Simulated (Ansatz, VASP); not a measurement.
# AlCo in two plane-wave programs, part 2 of 2

One calculation is typed for both programs; each brings its own data sets and cutoff. How far apart do they land?

VASP 6.6.1 and Ansatz 0.2.0.

So far: Starting point; VASP: relaxation of cell and atoms, r2SCAN with rVV10.

## (3) Ansatz: relaxation of cell and atoms, r2SCAN with rVV10

Level of this step: Ansatz beside VASP: Kohn-Sham DFT, plane waves, r2SCAN with rVV10 (Ansatz).

Ansatz runs on its default PAW (the set named soft_2) files.

The same cell, functional, mesh and smearing now go to Ansatz, which takes its cutoff from its data sets.

input.yaml reads:

```yaml
crystal:
  lattice:
    - [2.81940321, 0.0, 0.0]
    - [0.0, 2.81940321, 0.0]
    - [0.0, 0.0, 2.81940321]
  atoms:
    - { symbol: Al, position: [0.0, 0.0, 0.0] }
    - { symbol: Co, position: [0.5, 0.5, 0.5], spin: 2.0 }
hamiltonian:
  xc: r2scan
  pseudopotentials: { kind: paw }
  dispersion: rvv10
magnetization:
  spin_polarized: true
kpoints:
  mp_grid: { grid: [8, 8, 8] }
scf:
  occupations: { method: fermi_dirac, width: 0.05 }
relax:
  f_tol: 0.01
  max_steps: 60
  cell: { stress_tol: 0.05 }
output:
  forces: true
  stress: true
```

On the command line:

```console
> ansatz run input.yaml --threads 4 --pin off --max-ram 9216MiB --backend cpu --events-out ev --progress --plain --runs-dir out
```

Numbers of over 12 decimals in the logs are rounded to 6 here.

Output:

```text
Engine: ansatz 0.2.0, x86_64-unknown-linux-gnu
Pseudopotentials: kind: paw
Pseudopotential: Al, paw, valence charge 3, recommended cutoff 500 eV (meta_gga), Al.paw.azcp
Pseudopotential: Co, paw, valence charge 17, recommended cutoff 500 eV (meta_gga), Co.paw.azcp
Functional definition: r2SCAN+rVV10
  parameter k0 = 0.174
  parameter k1 = 0.065
  parameter a1 = 4.9479
  exchange = r2scan_x(k0 = k0, k1 = k1, a1 = a1)
  correlation = r2scan_c + rvv10(11.95, 0.0093)
Crystal: 2 atoms, lattice volume = 22.412 Å³
Basis set: ecut = 500 eV, 587 PW (Γ), exchange–correlation on 96×96×96 points (64 copies of the dense FFT grid, shifted against one another)
Bands: 15, of which v1, the nominal top of the filled ones, is band 10 counted from 1 (9 counted from 0)
Symmetry: 48 space group operations
Space group: Pm-3m (ITA 221), of the structure as read, at distance tolerance 2.8e-5 Å
Magnetic group: BNS 221.92 (UNI 1594), of the structure as read, at distance tolerance 2.8e-5 Å
k-points: 35 of 512
Non-local potential: Al, projectors of the file, l = 0: 2, l = 1: 2, l = 2: 1
Non-local potential: Co, projectors of the file, l = 0: 3, l = 1: 2, l = 2: 3, l = 3: 1
PAW form: soft (Blöchl's): semilocal exchange-correlation on the pseudo side does not see the compensation charge
rVV10 density: all electrons in the spheres
PAW frozen core: Al, regenerated for the run's functional (the file was generated under x = pbe(κ = 0.804, μ = 0.219515), c = pbe(β = 0.066725))
PAW frozen core: Co, regenerated for the run's functional (the file was generated under x = pbe(κ = 0.804, μ = 0.219515), c = pbe(β = 0.066725))
PAW one-centre angular grid: Al, 302 points (default); XC on 160 Gauss nodes
PAW one-centre angular grid: Co, 590 points (default); XC on 160 Gauss nodes
Initial density: superposition of atomic densities (chi_scale 0.1, normalization cell)
Starting moments: Σ|m| = 2 μB on 1 of 2 sites
Initial wavefunctions: pseudopotential atomic-orbital guess
Functional: x = r2scan, c = r2scan + rvv10(b = 11.95, C = 0.0093); τ floored in thin density (d = 2e-4 eV/Å³)
SCF iter   1: F=—  HF=-5670.140472 eV  |F-HF|=—  |Δ(HF+E_count)|=         —  Δρ=6.07e-2 (↑6.07e-2 ↓4.05e-2)  dr2=1.24e0  dr2_τ=1.50e-2  dr2_m=8.18e-2  M=1.382 μB ∫|m|=1.810 μB  β_m=0.97  ethr=3.10e-3  ⟨swp⟩=5.1  Hψ=4963  notcnv=0
Mixer restart at iter 1: flushing history
preconditioner: auto → none  [metal: Δε(μ)=0.039 eV  Ē_g=10.263 eV  σ=0.050 eV  W_gap=0.19  n_scr=6 (ndim 8)  ℏωp=27.2 eV  f_vac=0.000  D(μ)=1.87/eV (n_scr^D=26)  sad-step TF]
SCF iter   2: F=—  HF=-5669.942514 eV  |F-HF|=—  |Δ(HF+E_count)|=   1.98e-1  Δρ=1.91e-2 (↑1.32e-2 ↓1.91e-2)  dr2=1.82e-1  dr2_τ=6.09e-3  dr2_m=1.10e-2  M=1.220 μB ∫|m|=1.787 μB  β_m=1.00  ethr=3.10e-3  ⟨swp⟩=2.8  Hψ=2393  notcnv=0  defer=40  κ⁻¹=1.0e0(r=1)
SCF iter   3: F=—  HF=-5671.357442 eV  |F-HF|=—  |Δ(HF+E_count)|=         —  Δρ=1.78e-1 (↑1.78e-1 ↓1.15e-1)  dr2=7.17e-1  dr2_τ=4.12e-2  dr2_m=4.28e0  M=0.058 μB ∫|m|=0.413 μB  β_m=1.00  ethr=9.08e-4  ⟨swp⟩=2.1  Hψ=1498  notcnv=0  defer=41
Mixer restart at iter 3: flushing history
SCF iter   4: F=—  HF=-5673.517812 eV  |F-HF|=—  |Δ(HF+E_count)|=    2.16e0  Δρ=1.93e-1 (↑1.93e-1 ↓1.73e-1)  dr2=1.94e1  dr2_τ=4.99e-2  dr2_m=2.63e-2  M=0.241 μB ∫|m|=0.446 μB  β_m=0.30  ethr=2.50e-4  ⟨swp⟩=4.2  Hψ=3233  notcnv=0  defer=35
SCF iter   5: F=—  HF=-5672.578471 eV  |F-HF|=—  |Δ(HF+E_count)|=   9.39e-1  Δρ=9.66e-2 (↑9.66e-2 ↓7.59e-2)  dr2=3.74e0  dr2_τ=1.79e-2  dr2_m=2.22e-2  M=0.105 μB ∫|m|=0.297 μB  β_m=0.57  ethr=2.50e-4  ⟨swp⟩=4.0  Hψ=3869  notcnv=0  defer=36  κ⁻¹=1.0e0(r=1)
SCF iter   6: F=—  HF=-5671.617733 eV  |F-HF|=—  |Δ(HF+E_count)|=   9.61e-1  Δρ=1.03e-2 (↑4.89e-3 ↓1.03e-2)  dr2=3.91e-2  dr2_τ=5.33e-4  dr2_m=4.44e-3  M=0.125 μB ∫|m|=0.318 μB  β_m=1.00  ethr=2.50e-4  ⟨swp⟩=3.6  Hψ=3064  notcnv=0  defer=25  κ⁻¹=4.6e-4(r=2)
SCF iter   7: F=—  HF=-5671.641970 eV  |F-HF|=—  |Δ(HF+E_count)|=   2.42e-2  Δρ=6.20e-3 (↑5.23e-3 ↓6.20e-3)  dr2=2.75e-2  dr2_τ=1.08e-4  dr2_m=8.32e-5  M=0.129 μB ∫|m|=0.300 μB  β_m=1.00  ethr=1.95e-4  ⟨swp⟩=2.0  Hψ=1816  notcnv=0  defer=28  κ⁻¹=9.7e-5(r=3)
SCF iter   8: F=—  HF=-5671.669001 eV  |F-HF|=—  |Δ(HF+E_count)|=   2.70e-2  Δρ=3.68e-3 (↑3.68e-3 ↓2.55e-3)  dr2=7.03e-3  dr2_τ=3.60e-5  dr2_m=1.03e-4  M=0.134 μB ∫|m|=0.290 μB  β_m=1.00  ethr=1.37e-4  ⟨swp⟩=2.2  Hψ=1505  notcnv=0  defer=28  κ⁻¹=6.7e-6(r=4)
[...]
SCF 1 converged in 18 iterations: F = -5671.683997 eV  dr2 = 1.60e-10
  greatest PAW one-centre occupation: 1.003 electrons in one spin orbital (limit 2), on the Co atom at site 1 (counted from 0), in its partial waves of l = 1
relax step   1: F+E_penalty+E_count = -5671.68399659 eV  Δ(F+E_penalty+E_count) = +0.000e0 eV  max|allowed force component| = 4.056e-28 eV/Å  Δτ_max = 0.0000 Å  P = +0.003 GPa  Ω = 22.412 Å³  (18 SCF iters, dr2 threshold 1.00e-7 eV, accepted)
rVV10 density: all electrons in the spheres
Initial density: handed on by an earlier stage of this run
Starting moments: Σ|m| = 2 μB on 1 of 2 sites; this step starts from the density that it was given
Initial wavefunctions: pseudopotential atomic-orbital guess (no wavefunctions were taken with the density)
iter 1 solved again at ethr=4.69e-9 eV; its pass at ethr=3.10e-3 eV (dr2=9.38e-7 eV) is discarded
SCF iter   1: F=—  HF=-5671.683997 eV  |F-HF|=—  |Δ(HF+E_count)|=         —  Δρ=6.25e-6 (↑6.25e-6 ↓3.84e-6)  dr2=1.27e-8  dr2_τ=3.59e-11  dr2_m=3.20e-10  M=0.143 μB ∫|m|=0.296 μB  β_m=1.00  ethr=4.69e-9  ⟨swp⟩=4.0  Hψ=8625  notcnv=0
preconditioner: auto → none  [metal: Δε(μ)=0.094 eV  Ē_g=10.303 eV  σ=0.050 eV  W_gap=0.38  n_scr=0 (ndim 8)  ℏωp=27.2 eV  f_vac=0.000  D(μ)=0.80/eV (n_scr^D=6)]
SCF iter   2: F=—  HF=-5671.683997 eV  |F-HF|=—  |Δ(HF+E_count)|=   1.64e-8  Δρ=5.76e-6 (↑5.76e-6 ↓5.08e-6)  dr2=1.52e-8  dr2_τ=4.48e-11  dr2_m=2.99e-11  M=0.143 μB ∫|m|=0.296 μB  β_m=1.00  ethr=6.36e-11  ⟨swp⟩=2.1  Hψ=1501  notcnv=0  κ⁻¹=1.0e0(r=1)
SCF iter   3: F=—  HF=-5671.683997 eV  |F-HF|=—  |Δ(HF+E_count)|=   2.47e-9  Δρ=2.71e-6 (↑2.54e-6 ↓2.71e-6)  dr2=3.60e-9  dr2_τ=9.83e-12  dr2_m=2.74e-12  M=0.143 μB ∫|m|=0.296 μB  β_m=1.00  ethr=6.36e-11  ⟨swp⟩=1.9  Hψ=1207  notcnv=0  κ⁻¹=6.9e-4(r=2)
SCF iter   4: F=—  HF=-5671.683997 eV  |F-HF|=—  |Δ(HF+E_count)|=  4.16e-10  Δρ=1.60e-6 (↑1.11e-6 ↓1.60e-6)  dr2=9.69e-10  dr2_τ=1.66e-12  dr2_m=1.26e-11  M=0.143 μB ∫|m|=0.296 μB  β_m=1.00  ethr=1.80e-11  ⟨swp⟩=1.3  Hψ=1109  notcnv=0  κ⁻¹=9.1e-5(r=3)
SCF iter   5: F=—  HF=-5671.683997 eV  |F-HF|=—  |Δ(HF+E_count)|=  6.73e-11  Δρ=5.55e-7 (↑9.70e-8 ↓5.55e-7)  dr2=3.37e-11  dr2_τ=2.40e-13  dr2_m=1.87e-11  M=0.143 μB ∫|m|=0.296 μB  β_m=1.00  ethr=4.84e-12  ⟨swp⟩=1.8  Hψ=1328  notcnv=0  κ⁻¹=1.9e-5(r=4)
SCF iter   6: F=—  HF=-5671.683997 eV  |F-HF|=—  |Δ(HF+E_count)|=  3.20e-10  Δρ=1.41e-7 (↑1.41e-7 ↓9.20e-8)  dr2=2.88e-12  dr2_τ=1.65e-13  dr2_m=1.89e-12  M=0.143 μB ∫|m|=0.296 μB  β_m=1.00  ethr=1.00e-12  ⟨swp⟩=2.3  Hψ=1684  notcnv=0  κ⁻¹=8.3e-7(r=5)
SCF iter   7: F=—  HF=-5671.683997 eV  |F-HF|=—  |Δ(HF+E_count)|=  3.37e-11  Δρ=1.04e-7 (↑1.04e-7 ↓6.72e-8)  dr2=3.70e-12  dr2_τ=3.49e-14  dr2_m=1.17e-13  M=0.143 μB ∫|m|=0.296 μB  β_m=1.00  ethr=1.00e-12  ⟨swp⟩=1.5  Hψ=1089  notcnv=0  κ⁻¹=4.9e-7(r=6)
SCF iter   8: F=—  HF=-5671.683997 eV  |F-HF|=—  |Δ(HF+E_count)|=  4.55e-12  Δρ=1.48e-7 (↑1.48e-7 ↓1.40e-7)  dr2=1.10e-11  dr2_τ=2.20e-14  dr2_m=1.01e-14  M=0.143 μB ∫|m|=0.296 μB  β_m=1.00  ethr=1.00e-12  ⟨swp⟩=1.0  Hψ=1050  notcnv=0  κ⁻¹=4.6e-7(r=7)
SCF iter   9: F=-5671.683997 eV  HF=-5671.683997 eV  |F-HF|=1.73e-11  |Δ(HF+E_count)|=  4.55e-12  Δρ=1.98e-7 (↑1.98e-7 ↓1.56e-7)  dr2=1.98e-11  dr2_τ=3.99e-14  dr2_m=9.99e-14  M=0.143 μB ∫|m|=0.296 μB  ethr=1.00e-12  ⟨swp⟩=4.0  Hψ=3966  notcnv=0
SCF 2 converged in 9 iterations: F = -5671.683997 eV  dr2 = 1.98e-11
relax step   2: F+E_penalty+E_count = -5671.68399659 eV  Δ(F+E_penalty+E_count) = -9.659e-10 eV  max|allowed force component| = 2.904e-28 eV/Å  Δτ_max = 0.0000 Å  P = +0.004 GPa  Ω = 22.412 Å³  stress off target by 3.54e-3 GPa  SCF on the basis re-selected at this cell (its energy is not comparable with the rows above)  (9 SCF iters)
basis re-selected at this cell: Δ(F+E_penalty+E_count) = -9.659e-10 eV, ΔP = +0.000 GPa vs the last step (what re-selecting the basis moved, of the pressure what is left beyond the Pulay correction that the steps carried, after the strain that the cell walked since its last selection, with what the two solves' SCF thresholds leave and, on support functions, any second-order correction that the steps lacked; it is no  [...]
SCF converged after 9 iterations
Stability not checked: this state was not tested for a lower state beside it, because the mixer in use, unlike msr1, does not test its closes by its own steps (another_mixer; see scf.mixing.algorithm and scf.lower_state_search)
Magnetization: 0.1427 μB (10.0714 up, 9.9286 down)
Absolute magnetization: 0.2954 μB (∫|ρ↑−ρ↓|, with the PAW one-centre terms)
Spin contamination: 0.0140 ħ² per cell (⟨S²⟩ above its minimum at these occupations)
Per-site moments (μB) at R_I (Å): [(-0.018084, 1.007191), (0.214152, 1.007191)]
Free energy (F): -5671.683997 eV
Harris-Foulkes:  -5671.683997 eV  (|F-HF|=1.73e-11)
Internal energy: -5671.677383 eV  (E = F + TS)
E sigma→0 (E₀):  -5671.680690 eV
Entropy (-TS):   -0.006614 eV (-3.307 meV/atom)
Fermi energy:    14.875054 eV
--- Per-component energies (eV) ---
  E_band       = -299.049158
  E_kinetic    = 485.674192
  E_local      = -3634.923230  (includes V_loc(G=0)·N_el)
  E_nonlocal   = 467.879197
  E_hartree    = 1573.436074
  E_xc         = -195.613612
  E_vxc        = -264.895114  (∫ρ·V_xc dr)
  E_paw        = -1999.726459  (= ΣΔE_a)
  E_vpaw       = -516.127050  (= ΣTr[D̂ρ^β])
  E_aug_tail   = 0.000032  (compensation charges beyond the density's cutoff)
  E_vtau       = 16.471022  (kinetic-family band-sum trace: ∫τ·v_τ [+ j·A + Jᵃ·Aᵃ] dr)
  E_ewald      = -2368.048262
  E_core_change = -0.355314  (= ΣΔE_core)
  E_smearing   = -0.006614  (= −TS)
  E_closure    = 0.000000  (closes the sum)
  Σ components = -5671.683997   (vs F -5671.683997, Δ=0.00e0)
--- Forces (eV/Å), atoms counted from 1 ---
  atom   1  Al     0.00000000    -0.00000000    -0.00000000
  atom   2  Co    -0.00000000    -0.00000000     0.00000000
  max |Σ_I F_I| component: 5.64e-28 eV/Å
--- Stress (GPa, compression-positive) ---
        0.003545       0.000000       0.000000
        0.000000       0.003545       0.000000
        0.000000       0.000000       0.003545
  P = ⅓ Tr σ = 0.0035 GPa (0.035 kbar)
--- Relaxed structure (1 steps of the walk, 1 accepted, 1 SCFs on fresh bases) ---
  F+E_penalty+E_count = -5671.68399659 eV   max|allowed force component| = 2.904e-28 eV/Å   (the final SCF, on the basis selected at the relaxed cell)
  cell:  # Å, volume = 22.4115 Å³
    - [2.81940321, 0.0, 0.0]
    - [0.0, 2.81940321, 0.0]
    - [0.0, 0.0, 2.81940321]
  atoms:
    - { symbol: Al, position: [0.0, 0.0, 0.0] }
    - { symbol: Co, position: [0.500000, 0.500000, 0.500000] }
```

Run time: 19 s. Hardware: 4 threads of AMD EPYC 7571, shared host; peak memory 0.45 GiB; 52 s of CPU time.

## (4) Side by side

Known differences besides the potentials themselves: VASP keeps PBE cores, Ansatz makes them for the functional; both relaxations stop at a tolerance, which leaves soft axes loose, and VASP keeps its plane-wave basis; the data sets hold 20 valence electrons in Ansatz (default PAW (the set named soft_2) files) and 12 in VASP; the cutoff is 500 eV in Ansatz and 520 eV in VASP; Ansatz adds a Pulay correction to the stress that steers its cell, VASP none; site moments are counted in spheres of each program's own size. Total energies have different zeros and are not compared.

Both answers:

```csv
quantity,Ansatz,VASP,difference
volume (Å³),22.41,22.41,+0.02 %
"edge a after relaxation, in the typed setting (Å)",2.819,2.819,+0.01 %
total moment (μB),0.14,0.15,0.00
moment on Co2 (μB),0.21,0.20,+0.01
```

The walks stopped with 0.00 GPa left in Ansatz and 0.06 GPa in VASP; each walk ends within a tolerance, so the volume difference is uncertain by about these residues over the bulk modulus, most in soft cells.

## (5) What came out

| Item | Value |
| --- | --- |
| difference in volume (relaxation of cell and atoms, r2SCAN with rVV10) | 0.023 % |

The difference in volume is 0.023 % (relaxation of cell and atoms, r2SCAN with rVV10), within the 1.2 % picked in this series as the mark of a large difference, as far as the stopping tolerances let one tell. 1 further run of this series is not shown here. How closely two codes agree says nothing of how well the functional describes the real material.

[Lines on the potential files, build, host, timing and source positions are cut from VASP's logs without a mark.]

[Logs are printed without paths, hosts, clocks, repeated set-up lines and the standing remarks that a program may print on its own settings, such as how far it seeks lower states.]

[Hosts, paths, dates, database ids (printed as entryN), source tags and the programs' standing remarks are cut or masked in the printed files.]
